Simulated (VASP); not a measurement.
```xyz
2
Lattice="0.0000 2.8290 2.8290 2.8290 0.0000 2.8290 2.8290 2.8290 0.0000" Properties=species:S:1:pos:R:3 pbc="T T T"
Ge     0.0000     0.0000     0.0000
Ge     1.4145     1.4145     1.4145
```

The numbers are results of RPBE GGA, VASP's PBE PAW potentials (set 64) (plane waves; VASP), not measurements. Run with 520 eV cut-off, 7×7×7 Γ-centred mesh, Gaussian smearing of 0.050 eV, potentials Ge_d.

Energy and stress use the plane-wave basis of the starting cell.

Question: The ions, cell shape and volume are relaxed. Which structure does the run end with?

Answer: 
```xyz
2
Lattice="0.0000 2.9051 2.9051 2.9051 0.0000 2.9051 2.9051 2.9051 0.0000" Properties=species:S:1:pos:R:3 pbc="T T T"
Ge     0.0000     0.0000     0.0000
Ge     1.4525     1.4525     1.4525
```
Space group Fd-3m (227), at a tolerance of 0.03 Å.

Question: How do energy and volume change from the first to the last step?

Answer: The energy (σ→0) changes by -28.9 meV/atom and the volume by +8.3 %, in 3 ionic steps.

The compound is Ge in the diamond structure. This run relaxes it. Symmetry was kept, so distortions that lower it aren't found.
